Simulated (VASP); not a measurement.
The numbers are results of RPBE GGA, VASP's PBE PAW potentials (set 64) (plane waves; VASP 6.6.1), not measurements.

A VASP calculation is set up with these files.

### INCAR
```
! general
SYSTEM = Li2S
PREC   = Accurate
ENCUT  = 520
LREAL  = .FALSE.
LASPH  = .TRUE.

! electronic loop
EDIFF  = 1E-7
NELM   = 100
ALGO   = Normal

! smearing
ISMEAR = 0
SIGMA  = 0.05

! functional
GGA    = RP

! ions
ISIF   = 2

! output
LWAVE  = .FALSE.
LCHARG = .FALSE.
```

KPOINTS:
```
Automatic mesh
0
Gamma
7 7 7
0 0 0
```

POSCAR:
```
Li2S
1
    0.0000000000     2.9119329064     2.9119329064
    2.9119329064     0.0000000000     2.9119329064
    2.9119329064     2.9119329064     0.0000000000
Li S
2 1
Direct
  0.2500000000   0.2500000000   0.2500000000
  0.7500000000   0.7500000000   0.7500000000
  0.0000000000   0.0000000000   0.0000000000
```

POTCAR, in this order: Li_sv S (PBE.64 set). Program: vasp_std.

Task: Estimate the energy per atom (σ→0).

Result: 
The energy per atom (σ→0) is -3.818 eV/atom.

### OSZICAR
```
...
DAV:   8    -0.114516215487E+02   -0.20695E-01   -0.51196E-02   508   0.150E+00    0.611E-01
DAV:   9    -0.114509303723E+02    0.69118E-03   -0.20310E-03   522   0.272E-01    0.295E-01
DAV:  10    -0.114525900050E+02   -0.16596E-02   -0.52448E-03   426   0.420E-01    0.224E-01
DAV:  11    -0.114525625166E+02    0.27488E-04   -0.20976E-04   558   0.100E-01    0.726E-02
DAV:  12    -0.114525868460E+02   -0.24329E-04   -0.41425E-05   452   0.405E-02    0.950E-03
DAV:  13    -0.114525916858E+02   -0.48397E-05   -0.14923E-05   520   0.225E-02    0.129E-02
DAV:  14    -0.114525916583E+02    0.27484E-07   -0.45706E-07   518   0.603E-03
   1 F= -.11452592E+02 E0= -.11452592E+02  d E =-.298129E-16
```

The compound is Li2S in the antifluorite structure. This cell is one point of a volume scan, at 1.03 of the reference volume.
